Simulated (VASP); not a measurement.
# Shielding tensors and field gradients of SiO2 (Cristobalite), part 4 of 5

What are the shielding tensors of SiO2 (Cristobalite)? The cell has space group P4_12_12. The start is a cell from a database of measured crystal structures.

VASP 6.6.1, plane waves and PAW; the level of theory is named at each step.

So far. Step 2 (Ground state): The cell has a gap of 5.76 eV on this mesh and a pressure of +6.4 GPa, which holds the misfit of the given cell and coordinates with this functional, and any error of cutoff, mesh and data sets. Forces of up to 0.40 eV/Å remain in these settings.

The database entry behind the starting cell lists a temperature of 340 K, so it need not match the best structure at ambient conditions.

## 4. Another functional

This step: chemical shifts by linear response (GIPAW), LDA; plane waves and PAW (Si, O) (VASP 6.6.1).

The functional is changed, to see how much the shieldings depend on it.

File INCAR:

```
SYSTEM = SiO2
PREC = Accurate
ENCUT = 560
EDIFF = 1E-09
NELM = 100
ISMEAR = 0
SIGMA = 0.01
LREAL = .FALSE.
ALGO = Normal
GGA = CA
NBANDS = 44
LWAVE = .FALSE.
LCHARG = .FALSE.
KPAR = 4
LCHIMAG = .TRUE.
LEFG = .TRUE.
DQ = 0.001
ICHIBARE = 1
LNMR_SYM_RED = .TRUE.
```

File POSCAR:

```
SiO2
1.0
    4.9820000000      0.0000000000      0.0000000000
    0.0000000000      4.9820000000      0.0000000000
    0.0000000000      0.0000000000      6.9630000000
Si O
4 8
Direct
    0.7989700000      0.2010300000      0.7500000000
    0.7010300000      0.7010300000      0.5000000000
    0.2010300000      0.7989700000      0.2500000000
    0.2989700000      0.2989700000      0.0000000000
    0.1034700000      0.2398900000      0.8218700000
    0.2601100000      0.6034700000      0.0718700000
    0.8965300000      0.7601100000      0.3218700000
    0.7398900000      0.3965300000      0.5718700000
    0.6034700000      0.2601100000      0.9281300000
    0.7601100000      0.8965300000      0.6781300000
    0.3965300000      0.7398900000      0.4281300000
    0.2398900000      0.1034700000      0.1781300000
```

File KPOINTS:

```
Automatic mesh
0
Gamma
4 4 3
0 0 0
```

The projector-augmented-wave data sets are Si and O (PBE family, release 64).

Launch:

```console
$ mpirun -np 4 vasp_std
```

The log of the run:

```text
[banner, memory and clock lines left out]
running    4 mpi-ranks, on    1 nodes
 distrk:  each k-point on    1 cores,    4 groups
 distr:  one band on    1 cores,    1 groups

 POSCAR found type information on POSCAR SiO
 POSCAR found :  2 types and      12 ions
|                                                                             |
|               ----> ADVICE to this user running VASP <----                  |
|                                                                             |
|     You enforced a specific xc type in the INCAR file but a different       |
|     [... a line on the potential file left out ...]
|     I HOPE YOU KNOW WHAT YOU ARE DOING!                                     |
|                                                                             |

 LDA part: xc-table for (Slater(with rela. corr.)+CA(PZ))
 , standard interpolation
 POSCAR, INCAR and KPOINTS ok, starting setup
 FFT: planning ... GRIDC
 FFT: planning ... GRID_SOFT
 FFT: planning ... GRID
 WAVECAR not read
 entering main loop
       N       E                     dE             d eps       ncg     rms          rms(c)
DAV:   1     0.413602944376E+03    0.41360E+03   -0.34046E+04  1056   0.140E+03
DAV:   2    -0.831234166426E+02   -0.49673E+03   -0.48136E+03  1344   0.317E+02
DAV:   3    -0.115646943332E+03   -0.32524E+02   -0.32366E+02  1320   0.860E+01
DAV:   4    -0.116075323290E+03   -0.42838E+00   -0.42760E+00  1312   0.109E+01
DAV:   5    -0.116082948188E+03   -0.76249E-02   -0.76188E-02  1312   0.141E+00    0.275E+01
DAV:   6    -0.103818402862E+03    0.12265E+02   -0.47250E+01  1236   0.313E+01    0.129E+01
DAV:   7    -0.103603544880E+03    0.21486E+00   -0.12854E+00  1232   0.477E+00    0.483E+00
DAV:   8    -0.103485703735E+03    0.11784E+00   -0.76209E-02  1308   0.164E+00    0.179E+00
DAV:   9    -0.103468512943E+03    0.17191E-01   -0.27427E-02  1312   0.985E-01    0.253E-01
DAV:  10    -0.103469741831E+03   -0.12289E-02   -0.36947E-03  1256   0.288E-01    0.112E-01
DAV:  11    -0.103469646169E+03    0.95662E-04   -0.11808E-03  1272   0.175E-01    0.229E-02
DAV:  12    -0.103469646943E+03   -0.77392E-06   -0.31572E-05  1240   0.295E-02    0.863E-03
DAV:  13    -0.103469649176E+03   -0.22331E-05   -0.86144E-06  1200   0.131E-02    0.360E-03
DAV:  14    -0.103469649419E+03   -0.24257E-06   -0.26435E-07  1320   0.262E-03    0.101E-03
DAV:  15    -0.103469649439E+03   -0.20438E-07   -0.32297E-08  1220   0.783E-04    0.458E-04
DAV:  16    -0.103469649436E+03    0.32178E-08   -0.14960E-08  1328   0.553E-04    0.945E-05
DAV:  17    -0.103469649436E+03    0.27285E-09   -0.91345E-10   828   0.151E-04
ion   1
     0.0000000    -0.0120226     0.0402922     0.4593686     0.0402922     0.0000000
     0.0000353    -0.0120226     0.0402922     0.4593686     0.0402922     0.0000000
     0.0000487    -0.0120226     0.0402922     0.4593686     0.0402922     0.0000000
     0.0000670    -0.0120226     0.0402922     0.4593686     0.0402922     0.0000000
     0.0000923    -0.0120226     0.0402922     0.4593686     0.0402922     0.0000000

     0.0000000    -0.1172381     1.1403075     1.5086576     1.1403075     0.0000000
     0.0000353    -0.1172379     1.1403055     1.5086557     1.1403055     0.0000000
     0.0000487    -0.1172378     1.1403042     1.5086546     1.1403042     0.0000000
     0.0000670    -0.1172376     1.1403021     1.5086527     1.1403021     0.0000000
     0.0000923    -0.1172372     1.1402985     1.5086497     1.1402985     0.0000000

ion   2
     0.0000000     0.0120226    -0.0402922     0.4593686     0.0402922    -0.0000000
     0.0000353     0.0120226    -0.0402922     0.4593686     0.0402922    -0.0000000
     0.0000487     0.0120226    -0.0402922     0.4593686     0.0402922    -0.0000000
     0.0000670     0.0120226    -0.0402922     0.4593686     0.0402922    -0.0000000
     0.0000923     0.0120226    -0.0402922     0.4593686     0.0402922    -0.0000000

     0.0000000     0.1172381    -1.1403075     1.5086576     1.1403075    -0.0000000
     0.0000353     0.1172379    -1.1403055     1.5086557     1.1403055    -0.0000000
     0.0000487     0.1172378    -1.1403042     1.5086546     1.1403042    -0.0000000
     0.0000670     0.1172376    -1.1403021     1.5086527     1.1403021    -0.0000000
     0.0000923     0.1172372    -1.1402985     1.5086497     1.1402985    -0.0000000

ion   3
     0.0000000    -0.0120226    -0.0402922     0.4593686    -0.0402922     0.0000000
     0.0000353    -0.0120226    -0.0402922     0.4593686    -0.0402922     0.0000000
     0.0000487    -0.0120226    -0.0402922     0.4593686    -0.0402922     0.0000000
     0.0000670    -0.0120226    -0.0402922     0.4593686    -0.0402922     0.0000000
     0.0000923    -0.0120226    -0.0402922     0.4593686    -0.0402922     0.0000000

     0.0000000    -0.1172381    -1.1403075     1.5086576    -1.1403075     0.0000000
     0.0000353    -0.1172379    -1.1403055     1.5086557    -1.1403055     0.0000000
     0.0000487    -0.1172378    -1.1403042     1.5086546    -1.1403042     0.0000000
     0.0000670    -0.1172376    -1.1403021     1.5086527    -1.1403021     0.0000000
     0.0000923    -0.1172372    -1.1402985     1.5086497    -1.1402985     0.0000000

ion   4
     0.0000000     0.0120226     0.0402922     0.4593686    -0.0402922    -0.0000000
     0.0000353     0.0120226     0.0402922     0.4593686    -0.0402922    -0.0000000
     0.0000487     0.0120226     0.0402922     0.4593686    -0.0402922    -0.0000000
     0.0000670     0.0120226     0.0402922     0.4593686    -0.0402922    -0.0000000
     0.0000923     0.0120226     0.0402922     0.4593686    -0.0402922    -0.0000000

     0.0000000     0.1172381     1.1403075     1.5086576    -1.1403075    -0.0000000
     0.0000353     0.1172379     1.1403055     1.5086557    -1.1403055    -0.0000000
     0.0000487     0.1172378     1.1403042     1.5086546    -1.1403042    -0.0000000
     0.0000670     0.1172376     1.1403021     1.5086527    -1.1403021    -0.0000000
     0.0000923     0.1172372     1.1402985     1.5086497    -1.1402985    -0.0000000

ion   5
     0.0000000    -3.6156252    -2.5121538    -0.5118493   -11.7749574    -9.0315141
     0.0000293    -3.6156251    -2.5121538    -0.5118493   -11.7749572    -9.0315140
     0.0000403    -3.6156251    -2.5121538    -0.5118493   -11.7749571    -9.0315139
     0.0000555    -3.6156250    -2.5121537    -0.5118493   -11.7749569    -9.0315138
     0.0000765    -3.6156249    -2.5121537    -0.5118493   -11.7749566    -9.0315135

     0.0000000   -13.4902201    -9.6469155    -1.8167785   -44.1073169   -34.1132201
     0.0000293   -13.4902163    -9.6469128    -1.8167780   -44.1073046   -34.1132105
[...]
RMM:  10    -0.221021203423E+03   -0.14617E-07   -0.35549E-08  1333   0.326E-04
RMM:  11    -0.221021203425E+03   -0.20635E-08   -0.30093E-09  1106   0.121E-04
RMM:  12    -0.221021203425E+03   -0.16618E-09   -0.40278E-10   964   0.690E-05
BDIR= 3  IDIR= 1  IQ=  0
DAV:   1    -0.912741655000E+03   -0.91274E+03   -0.10477E-10   700   0.475E-05
DAV:   2    -0.912741655000E+03   -0.11050E-09   -0.98854E-12   684   0.199E-05
       N       E                     dE             d eps       ncg     rms
RMM:   1    -0.214881875636E+03   -0.21488E+03   -0.28069E+02  1743   0.574E+01
RMM:   2    -0.220508405838E+03   -0.56265E+01   -0.11962E+01  1996   0.105E+01
RMM:   3    -0.220993114165E+03   -0.48471E+00   -0.49681E-01  2001   0.200E+00
RMM:   4    -0.221017127715E+03   -0.24014E-01   -0.52807E-02  2012   0.532E-01
RMM:   5    -0.221019633523E+03   -0.25058E-02   -0.34974E-03  2005   0.139E-01
RMM:   6    -0.221019829654E+03   -0.19613E-03   -0.47769E-04  2020   0.429E-02
RMM:   7    -0.221019852035E+03   -0.22381E-04   -0.31947E-05  1982   0.117E-02
RMM:   8    -0.221019853920E+03   -0.18847E-05   -0.49920E-06  1733   0.376E-03
RMM:   9    -0.221019854118E+03   -0.19742E-06   -0.25976E-07  1566   0.973E-04
RMM:  10    -0.221019854132E+03   -0.14414E-07   -0.35052E-08  1328   0.324E-04
RMM:  11    -0.221019854134E+03   -0.20300E-08   -0.29546E-09  1095   0.121E-04
RMM:  12    -0.221019854134E+03   -0.16172E-09   -0.38357E-10   948   0.688E-05
BDIR= 3  IDIR= 1  IQ=  1
DAV:   1    -0.912752946283E+03   -0.91275E+03   -0.62249E-02  1148   0.104E+00
DAV:   2    -0.912753209190E+03   -0.26291E-03   -0.26291E-03  1344   0.240E-01
DAV:   3    -0.912753212050E+03   -0.28597E-05   -0.28594E-05  1308   0.236E-02
DAV:   4    -0.912753212111E+03   -0.61167E-07   -0.61376E-07  1344   0.357E-03
DAV:   5    -0.912753212113E+03   -0.23350E-08   -0.22619E-08  1228   0.586E-04
DAV:   6    -0.912753212113E+03   -0.42178E-10   -0.62046E-10  1000   0.109E-04
       N       E                     dE             d eps       ncg     rms
RMM:   1    -0.214881056572E+03   -0.21488E+03   -0.28069E+02  1743   0.574E+01
RMM:   2    -0.220506365051E+03   -0.56253E+01   -0.11956E+01  1996   0.105E+01
RMM:   3    -0.220990491558E+03   -0.48413E+00   -0.49595E-01  2001   0.200E+00
RMM:   4    -0.221014397395E+03   -0.23906E-01   -0.52259E-02  2011   0.531E-01
RMM:   5    -0.221016925174E+03   -0.25278E-02   -0.36220E-03  2006   0.140E-01
RMM:   6    -0.221017123387E+03   -0.19821E-03   -0.48611E-04  2022   0.428E-02
RMM:   7    -0.221017144645E+03   -0.21258E-04   -0.29693E-05  1990   0.114E-02
RMM:   8    -0.221017146356E+03   -0.17109E-05   -0.44264E-06  1743   0.363E-03
RMM:   9    -0.221017146546E+03   -0.18983E-06   -0.25707E-07  1570   0.964E-04
RMM:  10    -0.221017146560E+03   -0.14258E-07   -0.34674E-08  1328   0.322E-04
RMM:  11    -0.221017146562E+03   -0.20043E-08   -0.29131E-09  1104   0.120E-04
RMM:  12    -0.221017146562E+03   -0.15854E-09   -0.37524E-10   963   0.688E-05
BDIR= 3  IDIR= 2  IQ= -1
DAV:   1    -0.912730129033E+03   -0.91273E+03   -0.61824E-02  1156   0.104E+00
DAV:   2    -0.912730389925E+03   -0.26089E-03   -0.26089E-03  1328   0.240E-01
DAV:   3    -0.912730392860E+03   -0.29356E-05   -0.29357E-05  1344   0.234E-02
DAV:   4    -0.912730392916E+03   -0.55867E-07   -0.55840E-07  1336   0.337E-03
DAV:   5    -0.912730392918E+03   -0.20468E-08   -0.20284E-08  1272   0.535E-04
DAV:   6    -0.912730392918E+03   -0.76398E-10   -0.60267E-10   984   0.997E-05
       N       E                     dE             d eps       ncg     rms
RMM:   1    -0.208727762507E+03   -0.20873E+03   -0.25400E+02  1830   0.569E+01
RMM:   2    -0.213379908290E+03   -0.46521E+01   -0.10153E+01  2009   0.102E+01
RMM:   3    -0.213769975704E+03   -0.39007E+00   -0.38838E-01  2013   0.186E+00
RMM:   4    -0.213787889041E+03   -0.17913E-01   -0.38531E-02  2019   0.481E-01
RMM:   5    -0.213789905559E+03   -0.20165E-02   -0.29309E-03  2016   0.129E-01
RMM:   6    -0.213790075039E+03   -0.16948E-03   -0.42926E-04  2033   0.399E-02
RMM:   7    -0.213790093821E+03   -0.18781E-04   -0.25331E-05  1992   0.105E-02
RMM:   8    -0.213790095348E+03   -0.15275E-05   -0.41760E-06  1768   0.340E-03
RMM:   9    -0.213790095510E+03   -0.16136E-06   -0.20572E-07  1578   0.843E-04
RMM:  10    -0.213790095521E+03   -0.11603E-07   -0.30682E-08  1352   0.281E-04
RMM:  11    -0.213790095523E+03   -0.15302E-08   -0.20051E-09  1063   0.101E-04
RMM:  12    -0.213790095523E+03   -0.11073E-09   -0.31705E-10   938   0.642E-05
BDIR= 3  IDIR= 2  IQ=  0
DAV:   1    -0.912741655000E+03   -0.91274E+03   -0.10442E-10   700   0.475E-05
DAV:   2    -0.912741655000E+03   -0.12437E-09    0.44935E-12   684   0.199E-05
       N       E                     dE             d eps       ncg     rms
RMM:   1    -0.208728830261E+03   -0.20873E+03   -0.25400E+02  1830   0.569E+01
RMM:   2    -0.213380525158E+03   -0.46517E+01   -0.10150E+01  2009   0.102E+01
RMM:   3    -0.213770269211E+03   -0.38974E+00   -0.38782E-01  2013   0.186E+00
RMM:   4    -0.213788139998E+03   -0.17871E-01   -0.38434E-02  2019   0.480E-01
RMM:   5    -0.213790149573E+03   -0.20096E-02   -0.29198E-03  2016   0.129E-01
RMM:   6    -0.213790318220E+03   -0.16865E-03   -0.42726E-04  2033   0.398E-02
RMM:   7    -0.213790336854E+03   -0.18634E-04   -0.25096E-05  1991   0.105E-02
RMM:   8    -0.213790338364E+03   -0.15097E-05   -0.41249E-06  1768   0.339E-03
RMM:   9    -0.213790338524E+03   -0.15932E-06   -0.20323E-07  1578   0.839E-04
RMM:  10    -0.213790338535E+03   -0.11441E-07   -0.30228E-08  1349   0.279E-04
RMM:  11    -0.213790338536E+03   -0.15061E-08   -0.19721E-09  1059   0.101E-04
RMM:  12    -0.213790338537E+03   -0.10868E-09   -0.31175E-10   930   0.642E-05
BDIR= 3  IDIR= 2  IQ=  1
DAV:   1    -0.912752925223E+03   -0.91275E+03   -0.61825E-02  1152   0.104E+00
DAV:   2    -0.912753186187E+03   -0.26096E-03   -0.26096E-03  1328   0.240E-01
DAV:   3    -0.912753189120E+03   -0.29333E-05   -0.29332E-05  1344   0.234E-02
DAV:   4    -0.912753189176E+03   -0.55713E-07   -0.55752E-07  1336   0.337E-03
DAV:   5    -0.912753189178E+03   -0.18706E-08   -0.20224E-08  1276   0.535E-04
DAV:   6    -0.912753189178E+03   -0.15098E-09   -0.59266E-10   984   0.996E-05
       N       E                     dE             d eps       ncg     rms
RMM:   1    -0.208728657854E+03   -0.20873E+03   -0.25400E+02  1830   0.569E+01
RMM:   2    -0.213379755429E+03   -0.46511E+01   -0.10147E+01  2009   0.102E+01
RMM:   3    -0.213769153424E+03   -0.38940E+00   -0.38724E-01  2013   0.185E+00
RMM:   4    -0.213786945131E+03   -0.17792E-01   -0.37986E-02  2018   0.480E-01
RMM:   5    -0.213788980401E+03   -0.20353E-02   -0.30460E-03  2017   0.129E-01
RMM:   6    -0.213789150059E+03   -0.16966E-03   -0.42455E-04  2032   0.397E-02
RMM:   7    -0.213789168553E+03   -0.18494E-04   -0.24942E-05  1993   0.105E-02
RMM:   8    -0.213789170045E+03   -0.14925E-05   -0.40747E-06  1768   0.337E-03
RMM:   9    -0.213789170203E+03   -0.15739E-06   -0.20101E-07  1576   0.834E-04
RMM:  10    -0.213789170214E+03   -0.11311E-07   -0.29907E-08  1347   0.278E-04
RMM:  11    -0.213789170216E+03   -0.14861E-08   -0.19436E-09  1062   0.100E-04
RMM:  12    -0.213789170216E+03   -0.10641E-09   -0.30547E-10   937   0.640E-05
       N       E                     dE             d eps       ncg     rms
RLQ:   1    -0.268050520023E+01   -0.26805E+01   -0.46149E+00  1633   0.593E+00
RLQ:   2    -0.275059029801E+01   -0.70085E-01   -0.11178E-01  1962   0.976E-01
RLQ:   3    -0.275372795958E+01   -0.31377E-02   -0.46580E-03  1982   0.165E-01
RLQ:   4    -0.275391464176E+01   -0.18668E-03   -0.33647E-04  1994   0.429E-02
RLQ:   5    -0.275393280006E+01   -0.18158E-04   -0.36715E-05  1901   0.120E-02
RLQ:   6    -0.275393455607E+01   -0.17560E-05   -0.35289E-06  1717   0.373E-03
RLQ:   7    -0.275393475806E+01   -0.20199E-06   -0.40695E-07  1551   0.113E-03
RLQ:   8    -0.275393477662E+01   -0.18557E-07   -0.40078E-08  1328   0.366E-04
RLQ:   9    -0.275393477867E+01   -0.20564E-08   -0.35773E-09  1132   0.129E-04
RLQ:  10    -0.275393477886E+01   -0.18464E-09   -0.37274E-10   944   0.703E-05
```

Wall time 20 min (4 MPI ranks of Intel Xeon Platinum 8488C (Sapphire Rapids), shared host); peak memory 2.3 GiB.

(Continued in part 5 of 5.)

[Lines on the potential files, build, host, timing and source positions are cut from VASP's logs without a mark.]

[Logs are printed without paths, hosts, clocks, repeated set-up lines and the standing remarks that a program may print on its own settings, such as how far it seeks lower states.]

[Hosts, paths, dates, database ids (printed as entryN), source tags and the programs' standing remarks are cut or masked in the printed files.]
